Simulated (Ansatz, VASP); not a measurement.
**InSe in two plane-wave programs**

One calculation is typed for both programs; each brings its own data sets. How far apart do they land? The cell is taken from a series of runs on this material, whose earlier steps may have relaxed, scaled, displaced or heated it; both programs get it as it stands.

Main program and level: Ansatz 0.2.0; plane waves, with VASP 6.6.1 beside it; PBE, LDA and PBEsol.

## (1) Starting point

Symmetry: P6_3/mmc, No. 194, hexagonal system. The conventional cell has a = 4.027 Å, b = 4.027 Å, c = 16.795 Å, α = 90.00°, β = 90.00°, γ = 120.00°. Nearest to In lie 3 Se at 2.66 Å and 1 In at 2.79 Å. Nearest to Se lie 3 In at 2.66 Å. Farther neighbours and most contacts between anions are not listed.

Coordinates:

```cif
data_structure
_symmetry_space_group_name_H-M 'P 1'
_symmetry_Int_Tables_number 1
_cell_length_a 4.0275
_cell_length_b 4.0275
_cell_length_c 16.7950
_cell_angle_alpha 90.000
_cell_angle_beta 90.000
_cell_angle_gamma 120.000
_cell_volume 235.93
loop_
_atom_site_label
_atom_site_type_symbol
_atom_site_fract_x
_atom_site_fract_y
_atom_site_fract_z
_atom_site_occupancy
In1 In 0.33333 0.66667 0.16686 1
In2 In 0.66667 0.33333 0.66686 1
In3 In 0.33333 0.66667 0.33314 1
In4 In 0.66667 0.33333 0.83314 1
Se5 Se 0.33333 0.66667 0.59020 1
Se6 Se 0.66667 0.33333 0.09020 1
Se7 Se 0.33333 0.66667 0.90980 1
Se8 Se 0.66667 0.33333 0.40980 1
```

## (2) VASP: single point, PBE

A single point takes one fixed geometry, so differences don't come from the geometry; what else differs is listed under the comparison.

Lines of VASP's logs that name or quote its potential files are left out, and so is its time.

The input, INCAR:

```
SYSTEM = InSe
PREC = Accurate
ENCUT = 400
EDIFF = 1E-06
NELM = 120
ISMEAR = -1
SIGMA = 0.02
LREAL = .FALSE.
ALGO = Normal
GGA = PE
NBANDS = 47
LORBIT = 11
LWAVE = .FALSE.
LCHARG = .FALSE.
ISIF = 2
LASPH = .TRUE.
GGA_COMPAT = .FALSE.
EFERMI = MIDGAP
KPAR = 2
```

The input, POSCAR:

```
InSe
1.0
    4.0275000000      0.0000000000      0.0000000000
   -2.0137500000      3.4879170000      0.0000000000
    0.0000000000      0.0000000000     16.7950000000
In Se
4 4
Direct
    0.3333333334      0.6666666668      0.1668643278
    0.6666666668      0.3333333334      0.6668643278
    0.3333333334      0.6666666668      0.3331356722
    0.6666666668      0.3333333334      0.8331356722
    0.3333333334      0.6666666668      0.5901956820
    0.6666666668      0.3333333334      0.0901956820
    0.3333333334      0.6666666668      0.9098043180
    0.6666666668      0.3333333334      0.4098043180
```

The input, KPOINTS:

```
Automatic mesh
0
Gamma
6 6 2
0 0 0
```

The projector-augmented-wave data sets are In_d and Se (PBE family, release 64).

The run is started by

```
$ mpirun -np 2 vasp_std
```

Numbers of over 12 decimals in the logs are rounded to 6 here.

The log of the run:

```text
[banner, memory and clock lines left out]
running    2 mpi-ranks, on    1 nodes
 distrk:  each k-point on    1 cores,    2 groups
 distr:  one band on    1 cores,    1 groups

 POSCAR found type information on POSCAR InSe
 POSCAR found :  2 types and       8 ions
 LDA part: xc-table for (Slater+PW92), standard interpolation
 POSCAR, INCAR and KPOINTS ok, starting setup
 FFT: planning ... GRIDC
 FFT: planning ... GRID_SOFT
 FFT: planning ... GRID
 WAVECAR not read
 entering main loop
       N       E                     dE             d eps       ncg     rms          rms(c)
DAV:   1     0.723516147583E+03    0.72352E+03   -0.29562E+04  1316   0.151E+03
DAV:   2     0.785459329014E+02   -0.64497E+03   -0.62613E+03  1338   0.423E+02
DAV:   3    -0.225962568555E+02   -0.10114E+03   -0.98400E+02  1627   0.184E+02
DAV:   4    -0.289920766253E+02   -0.63958E+01   -0.63602E+01  1584   0.464E+01
DAV:   5    -0.292111698870E+02   -0.21909E+00   -0.21904E+00  1685   0.858E+00    0.982E+00
DAV:   6    -0.283248203417E+02    0.88635E+00   -0.15599E+00  1710   0.163E+01    0.588E+00
DAV:   7    -0.283140724598E+02    0.10748E-01   -0.10266E+00  1907   0.551E+00    0.138E+00
DAV:   8    -0.283054280577E+02    0.86444E-02   -0.10416E-01  1915   0.313E+00    0.105E+00
DAV:   9    -0.283078548736E+02   -0.24268E-02   -0.18120E-02  1565   0.543E-01    0.427E-01
DAV:  10    -0.283085082748E+02   -0.65340E-03   -0.18020E-03  2076   0.343E-01    0.203E-01
DAV:  11    -0.283088747704E+02   -0.36650E-03   -0.88389E-04  1637   0.203E-01    0.678E-02
DAV:  12    -0.283088659845E+02    0.87859E-05   -0.71257E-05  2026   0.659E-02    0.338E-02
DAV:  13    -0.283088792235E+02   -0.13239E-04   -0.23758E-05  1626   0.246E-02    0.156E-02
DAV:  14    -0.283088801575E+02   -0.93400E-06   -0.43862E-06  1354   0.247E-02
   1 F= -.28308880E+02 E0= -.28308880E+02  d E =-.874011E-06
```

OUTCAR, selected parts (step 2):

```text
ion  position               nearest neighbor table
   1  0.333  0.667  0.167-   6 2.66   6 2.66   6 2.66   3 2.79
   2  0.667  0.333  0.667-   5 2.66   5 2.66   5 2.66   4 2.79
   3  0.333  0.667  0.333-   8 2.66   8 2.66   8 2.66   1 2.79
   4  0.667  0.333  0.833-   7 2.66   7 2.66   7 2.66   2 2.79
   5  0.333  0.667  0.590-   2 2.66   2 2.66   2 2.66
   6  0.667  0.333  0.090-   1 2.66   1 2.66   1 2.66
   7  0.333  0.667  0.910-   4 2.66   4 2.66   4 2.66
   8  0.667  0.333  0.410-   3 2.66   3 2.66   3 2.66

  LATTYP: Found a hexagonal cell.
 ALAT       =     4.0275000000
 C/A-ratio  =     4.1700806952

 Subroutine GETGRP returns: Found 24 space group operations
 (whereof 12 operations were pure point group operations)

The static configuration has the point symmetry D_3d.
 The point group associated with its full space group is D_6h.

 Found     14 irreducible k-points:

   k-points           NKPTS =     14   k-points in BZ     NKDIM =     14   number of bands    NBANDS=     47

   dimension x,y,z NGX =    28 NGY =   28 NGZ =  112
   dimension x,y,z NGXF=    56 NGYF=   56 NGZF=  224

   ENCUT  =  400.0 eV  29.40 Ry    5.42 a.u.   6.57  6.57 27.39*2*pi/ulx,y,z

   NELECT =      76.0000    total number of electrons

 k-points in reciprocal lattice and weights: Automatic mesh
   0.00000000  0.00000000  0.00000000       0.014
   0.16666667  0.00000000  0.00000000       0.083
   0.33333333  0.00000000  0.00000000       0.083
   0.50000000  0.00000000  0.00000000       0.042
   0.16666667  0.16666667  0.00000000       0.083
   0.33333333  0.16666667  0.00000000       0.167
   0.33333333  0.33333333  0.00000000       0.028
   0.00000000  0.00000000  0.50000000       0.014
   0.16666667  0.00000000  0.50000000       0.083
[...]
0.33333333  0.16666667  0.50000000       0.167
   0.33333333  0.33333333  0.50000000       0.028

 average (electrostatic) potential at core
       1 -97.2452       2 -97.2452       3 -97.2452       4 -97.2452       5 -54.1356
       6 -54.1356       7 -54.1356       8 -54.1356

 E-fermi :   4.1966

 k-point     1 :       0.0000    0.0000    0.0000
  band No.  band energies     occupation
    ...
     34       2.8472      2.00000
     35       2.8472      2.00000
     36       2.9231      2.00000
     37       2.9231      2.00000
     38       4.0066      1.99985
     39       4.3866      0.00015
     40       5.7418      0.00000
     41       6.1392      0.00000
     42       6.1449      0.00000
     43       8.2190      0.00000
    ...

 k-point     2 :       0.1667    0.0000    0.0000
  band No.  band energies     occupation
    ...
     34       2.4152      2.00000
     35       2.5638      2.00000
     36       2.6778      2.00000
     37       2.9494      2.00000
     38       3.7740      2.00000
     39       5.6126      0.00000
     40       6.1343      0.00000
     41       6.6282      0.00000
     42       6.9304      0.00000
     43       7.5562      0.00000
    ...

 k-point     3 :       0.3333    0.0000    0.0000
  band No.  band energies     occupation
    ...
     34       2.0671      2.00000
     35       2.1176      2.00000
     36       2.2371      2.00000
     37       2.7961      2.00000
     38       2.9972      2.00000
     39       5.4665      0.00000
     40       5.6147      0.00000
     41       6.0738      0.00000
     42       6.1733      0.00000
     43       7.5109      0.00000
    ...

  Total        2.7382331      2.7382326      2.7004302      0.0000000      0.0000000      0.0000000
  in kB       18.5951334     18.5951301     18.3384170      0.0000000      0.0000000      0.0000000
  external PRESSURE =      18.5095602 kB  Pullay stress =       0.0000000 kB

  energy-cutoff  :      400.00
  volume of cell :      235.93
      direct lattice vectors                 reciprocal lattice vectors
     4.027500000  0.000000000  0.000000000     0.248292986  0.143352035  0.000000000
    -2.013750000  3.487917000  0.000000000     0.000000000  0.286704070  0.000000000
     0.000000000  0.000000000 16.795000000     0.000000000  0.000000000  0.059541530

 POSITION                                       TOTAL-FORCE (eV/Angst)
 -----------------------------------------------------------------------------------
      0.00000      2.32528      2.80249        -0.000000      0.000000      0.009635
      2.01375      1.16264     11.19999         0.000000     -0.000000      0.009635
      0.00000      2.32528      5.59501        -0.000000      0.000000     -0.009635
      2.01375      1.16264     13.99251         0.000000      0.000000     -0.009635
      0.00000      2.32528      9.91234         0.000000      0.000000     -0.014102
      2.01375      1.16264      1.51484         0.000000     -0.000000     -0.014102
      0.00000      2.32528     15.28016         0.000000     -0.000000      0.014102
      2.01375      1.16264      6.88266        -0.000000     -0.000000      0.014102
 -----------------------------------------------------------------------------------
    total drift:                               -0.000000     -0.000000      0.000000

  FREE ENERGIE OF THE ION-ELECTRON SYSTEM (eV)
  ---------------------------------------------------
  free  energy   TOTEN  =       -28.3088801575 eV

  energy  without entropy=      -28.3088792834  energy(sigma->0) =      -28.30887972

 total charge
# of ion       s       p       d       tot
------------------------------------------
    1        0.860   0.658   9.882  11.400
    2        0.860   0.658   9.882  11.400
    3        0.860   0.658   9.882  11.400
    4        0.860   0.658   9.882  11.400
    5        1.474   2.333   0.022   3.829
    6        1.474   2.333   0.022   3.829
    7        1.474   2.333   0.022   3.829
    8        1.474   2.333   0.022   3.829
--------------------------------------------------
tot          9.333  11.964  39.619  60.917

[... 3 further parts left out ...]
```

The run ends at a pressure of 1.85 GPa, with forces up to 0.014 eV/Å.

## (3) Ansatz: single point, PBE

Ansatz runs on its PAW soft_1 files.

The same cell, functional, mesh and smearing now go to Ansatz, which takes its cutoff from its data sets.

The input, input.yaml:

```yaml
crystal:
  lattice:
    - [4.0275, 0.0, 0.0]
    - [-2.01375, 3.487917, 0.0]
    - [0.0, 0.0, 16.795]
  atoms:
    - { symbol: In, position: [0.3333333333, 0.6666666667, 0.1668643278] }
    - { symbol: In, position: [0.6666666667, 0.3333333333, 0.6668643278] }
    - { symbol: In, position: [0.3333333333, 0.6666666667, 0.3331356722] }
    - { symbol: In, position: [0.6666666667, 0.3333333333, 0.8331356722] }
    - { symbol: Se, position: [0.3333333333, 0.6666666667, 0.590195682] }
    - { symbol: Se, position: [0.6666666667, 0.3333333333, 0.090195682] }
    - { symbol: Se, position: [0.3333333333, 0.6666666667, 0.909804318] }
    - { symbol: Se, position: [0.6666666667, 0.3333333333, 0.409804318] }
kpoints:
  mp_grid: { grid: [6, 6, 2] }
  band_path:
    path:
      - [[0.0, 0.0, 0.0], [0.50000002, -2.0e-08, 0.0], [0.33333334, 0.3333333, 0.0], [0.0, 0.0, 0.0], [0.0, 0.0, 0.5], [0.50000002, -2.0e-08, 0.5], [0.33333334, 0.3333333, 0.5], [0.0, 0.0, 0.5]]
      - [[0.50000002, -2.0e-08, 0.5], [0.50000002, -2.0e-08, 0.0]]
      - [[0.33333334, 0.3333333, 0.5], [0.33333334, 0.3333333, 0.0]]
    npoints: 10
hamiltonian:
  xc: pbe
  pseudopotentials: { kind: paw, azcp: { folder: soft_1 } }
scf:
  occupations: { method: fermi_dirac, width: 0.02 }
  n_extra_bands: 6
output:
  eigenvalues: true
```

The run is started by

```
$ ansatz run input.yaml --threads 24 --pin off --max-ram 82944MiB --backend cuda --events-out ev --progress --plain --runs-dir out --devices 1 --max-vram 78GiB
```

The log of the run:

```text
scf.n_extra_bands = 6 over 58 filled bands (N_el = 116.0): the run solves 64 bands
GPUs: using 1 of 1 available (devices: 1).
Engine: ansatz 0.2.0, aarch64-unknown-linux-gnu
Pseudopotentials: kind: paw
Pseudopotential: In, paw, valence charge 13, recommended cutoff 420 eV (normal), soft_1/In.paw.azcp
Pseudopotential: Se, paw, valence charge 16, recommended cutoff 420 eV (normal), soft_1/Se.paw.azcp
Functional definition: PBE
  parameter kappa = 0.804
  parameter beta = 0.066725
  exchange = pbe_x(kappa = kappa, mu = beta*pi^2/3)
  correlation = pbe_c(beta = beta)
device memory: the entry about to start is reckoned to put 16.0 GiB on a device that reports 170.6 GiB free (of which the cap on the GPU budget leaves the run 78.0 GiB)
GPU FFT provider: cuFFT
GPU libraries: cuBLAS 13.8.1, cuFFT 12.4.0, cuSOLVER 12.3.2
GPU matrix products: emulated (plane waves: as basis.precision tells), large ones in fixed point in workspaces of 1.00 GiB
Crystal: 8 atoms, lattice volume = 235.929 Å³
Basis set: ecut = 420 eV, 4653 PW (Γ)
Bands: 64, of which v1, the nominal top of the filled ones, is band 58 counted from 1 (57 counted from 0)
Symmetry: 24 space group operations
Space group: P63/mmc (ITA 194), of the structure as read, at distance tolerance 6.2e-5 Å
k-points: 14 of 72
Non-local potential: In, projectors of the file, l = 0: 2, l = 1: 2, l = 2: 2, l = 3: 1
Non-local potential: Se, projectors of the file, l = 0: 2, l = 1: 2, l = 2: 3, l = 3: 1
PAW form: soft (Blöchl's): semilocal exchange-correlation on the pseudo side does not see the compensation charge
PAW one-centre angular grid: In, 590 points (default); XC on 64 Gauss nodes
PAW one-centre angular grid: Se, 590 points (default); XC on 64 Gauss nodes
Initial density: superposition of atomic densities (chi_scale 0.1, normalization cell, long waves kept (reshape's long-wave potential 0.69 eV rms))
Initial wavefunctions: pseudopotential atomic-orbital guess
GPU buffer pool allocated for 87480 grid points (all kernels)
GPU transforms: local potential and band sums: pruned to the plane-wave sphere, on 27×27×120
Functional: x = pbe(κ = 0.804, μ = 0.219515), c = pbe(β = 0.066725)
SCF iter   1: F=—  HF=-44277.257815 eV  |F-HF|=—  |Δ(HF+E_count)|=         —  Δρ=4.94e-2  dr2=2.95e1  ethr=3.10e-3  ⟨swp⟩=6.0  Hψ=3653  notcnv=0
preconditioner: auto → Resta (q_TF=auto, 2.424 Å⁻¹)  ε∞=3.5  [insulator: Δε(μ)=0.167 eV  Ē_g=13.309 eV  σ=0.020 eV  W_gap=0.97  n_scr=66 (ndim 8)  ℏωp=21.1 eV  f_vac=0.033  D(μ)=0.04/eV (n_scr^D=0)  ε∞_Penn≈3.5]
SCF iter   2: F=—  HF=-44272.361706 eV  |F-HF|=—  |Δ(HF+E_count)|=    4.90e0  Δρ=1.86e-2  dr2=6.97e-1  ethr=3.10e-3  ⟨swp⟩=4.6  Hψ=1869  notcnv=0  defer=25
SCF iter   3: F=—  HF=-44272.133785 eV  |F-HF|=—  |Δ(HF+E_count)|=   2.28e-1  Δρ=1.10e-2  dr2=2.38e-1  ethr=6.01e-4  ⟨swp⟩=2.1  Hψ=1964  notcnv=0  defer=27
SCF iter   4: F=—  HF=-44272.092279 eV  |F-HF|=—  |Δ(HF+E_count)|=   4.15e-2  Δρ=2.96e-3  dr2=3.32e-2  ethr=2.06e-4  ⟨swp⟩=2.0  Hψ=1738  notcnv=0  defer=27
SCF iter   5: F=—  HF=-44272.076715 eV  |F-HF|=—  |Δ(HF+E_count)|=   1.56e-2  Δρ=9.29e-4  dr2=3.39e-3  ethr=2.86e-5  ⟨swp⟩=2.2  Hψ=1743  notcnv=0  defer=27
SCF iter   6: F=—  HF=-44272.079027 eV  |F-HF|=—  |Δ(HF+E_count)|=   2.31e-3  Δρ=2.38e-4  dr2=2.51e-4  ethr=2.93e-6  ⟨swp⟩=2.0  Hψ=1738  notcnv=0  defer=27
SCF iter   7: F=—  HF=-44272.078873 eV  |F-HF|=—  |Δ(HF+E_count)|=   1.54e-4  Δρ=7.51e-5  dr2=2.65e-5  ethr=2.16e-7  ⟨swp⟩=2.0  Hψ=1682  notcnv=0  defer=27
SCF iter   8: F=—  HF=-44272.079288 eV  |F-HF|=—  |Δ(HF+E_count)|=   4.15e-4  Δρ=2.50e-5  dr2=1.63e-6  ethr=2.29e-8  ⟨swp⟩=2.0  Hψ=1684  notcnv=0  defer=27
SCF iter   9: F=—  HF=-44272.079289 eV  |F-HF|=—  |Δ(HF+E_count)|=   1.12e-6  Δρ=8.14e-6  dr2=2.94e-7  ethr=1.40e-9  ⟨swp⟩=2.0  Hψ=1682  notcnv=0  defer=27
SCF iter  10: F=-44272.079289 eV  HF=-44272.079289 eV  |F-HF|=7.51e-9  |Δ(HF+E_count)|=   2.94e-7  Δρ=1.50e-6  dr2=5.93e-9  ethr=8.62e-11  ⟨swp⟩=9.9  Hψ=3743  notcnv=0
SCF 1 converged in 10 iterations: F = -44272.079289 eV  dr2 = 5.93e-9
  greatest PAW one-centre occupation: 1.000 electrons in one spin orbital (limit 2), on the Se atom at site 7 (counted from 0), in its partial waves of l = 2
device memory: the entry about to start is reckoned to put 13.4 GiB on a device that reports 156.9 GiB free (of which the cap on the GPU budget leaves the run 78.0 GiB)
NSCF: frozen V_eff on 93 k-points, pencils in batches of 32, up to order 284
SCF converged after 10 iterations
Free energy (F): -44272.079289 eV
Harris-Foulkes:  -44272.079289 eV  (|F-HF|=7.51e-9)
Internal energy: -44272.079288 eV  (E = F + TS)
E sigma→0 (E₀):  -44272.079289 eV
Entropy (-TS):   -0.000001 eV (-0.000 meV/atom)
Fermi energy:    7.213303 eV
--- Per-component energies (eV) ---
  E_band       = -1851.010864
  E_kinetic    = 1315.689911
  E_local      = -16494.272405  (includes V_loc(G=0)·N_el)
  E_nonlocal   = -108.754318
  E_hartree    = 8008.436504
  E_xc         = -911.200890
  E_vxc        = -717.647451  (∫ρ·V_xc dr)
  E_paw        = -25358.519808  (= ΣΔE_a)
  E_vpaw       = -1862.902161  (= ΣTr[D̂ρ^β])
  E_aug_tail   = -0.000880  (compensation charges beyond the density's cutoff)
  E_ewald      = -10723.457403
  E_smearing   = -0.000001  (= −TS)
  E_closure    = -0.000000  (closes the sum)
  Σ components = -44272.079289   (vs F -44272.079289, Δ=0.00e0)
--- Band table (eV; the first three rows and the last of 14) ---
  k-point 0: bands = [... 54 lower, 5.8650, 5.9408, 5.9408, 7.0170, 7.4096, 8.7672, 9.1619, 9.1725, ... 2 higher]
  k-point 1: bands = [... 54 lower, 5.9092, 5.9092, 6.1118, 6.1118, 8.2556, 8.2556, 9.1804, 9.1804, ... 2 higher]
  k-point 2: bands = [... 54 lower, 5.5819, 5.6959, 5.9626, 6.7848, 8.6319, 9.1548, 9.6491, 9.9527, ... 2 higher]
  k-point 13: bands = [... 54 lower, 4.6319, 4.6319, 5.4887, 5.4887, 8.7808, 8.7808, 9.2984, 9.2984, ... 2 higher]
```

## (4) Side by side

Known differences besides the potentials themselves: the data sets hold 116 valence electrons in Ansatz (on its PAW soft_1 files) and 76 in VASP; the cutoff is 420 eV in Ansatz and 400 eV in VASP. Total energies have different zeros and are not compared.

The two programs side by side:

| quantity | Ansatz | VASP | difference |
| --- | --- | --- | --- |
| gap on the k mesh (eV) | 0.393 | 0.380 | +0.013 |

A gap on the mesh is an upper bound, since the band edges may lie between its points.

## (5) Ansatz: single point, LDA

A single point takes one fixed geometry, so differences don't come from the geometry; what else differs is listed under the comparison.

The cell is taken from a series of runs on this material, whose earlier steps may have relaxed, scaled, displaced or heated it; both programs get it as it stands.

input.yaml, the sections that differ from step 3:

```yaml
kpoints:
  mp_grid: { grid: [6, 6, 2] }
  band_path:
    path:
      - [0.0, 0.0, 0.0]
      - [0.50000002, -2.0e-08, 0.0]
      - [0.33333334, 0.3333333, 0.0]
      - [0.0, 0.0, 0.5]
      - [0.50000002, -2.0e-08, 0.5]
      - [0.33333334, 0.3333333, 0.5]
    npoints: 1
hamiltonian:
  xc: lda
  pseudopotentials: { kind: paw, azcp: { folder: soft_1 }, xc_functional: pbe }
scf:
  occupations: { method: fixed }
  n_extra_bands: 6
# crystal, output: as in step 3
```

The log of the run:

```text
[...]
GPUs: using 1 of 1 available (devices: 1).
[...]
GPU FFT provider: cuFFT
GPU libraries: cuBLAS 13.8.1, cuFFT 12.4.0, cuSOLVER 12.3.2
[...]
Crystal: 8 atoms, lattice volume = 235.929 Å³
Basis set: ecut = 420 eV, 4653 PW (Γ)
Bands: 64, of which v1, the nominal top of the filled ones, is band 58 counted from 1 (57 counted from 0)
Symmetry: 24 space group operations
[...]
--- Band table (eV; the first three rows and the last of 14) ---
  k-point 0: bands = [... 54 lower, 5.5544, 5.6321, 5.6321, 6.6974, 6.8674, 8.3154, 8.6558, 8.6817, ... 2 higher]
  k-point 1: bands = [... 54 lower, 5.5998, 5.5998, 5.7167, 5.7167, 7.7951, 7.7951, 8.6868, 8.6868, ... 2 higher]
  k-point 2: bands = [... 54 lower, 5.2674, 5.3843, 5.6200, 6.4640, 8.1585, 8.7054, 9.1917, 9.5001, ... 2 higher]
  k-point 13: bands = [... 54 lower, 4.2840, 4.2840, 5.1549, 5.1549, 8.3879, 8.3879, 8.8411, 8.8411, ... 2 higher]
[key lines of the parts left out:]
SCF converged after 10 iterations
Free energy (F): -43365.627405 eV
Fermi energy:    6.697445 eV
```

[end of part 1 of 2]

[Lines on the potential files, build, host, timing and source positions are cut from VASP's logs without a mark.]

[Logs are printed without paths, hosts, clocks, repeated set-up lines and the standing remarks that a program may print on its own settings, such as how far it seeks lower states.]

[Hosts, paths, dates, database ids (printed as entryN), source tags and the programs' standing remarks are cut or masked in the printed files.]
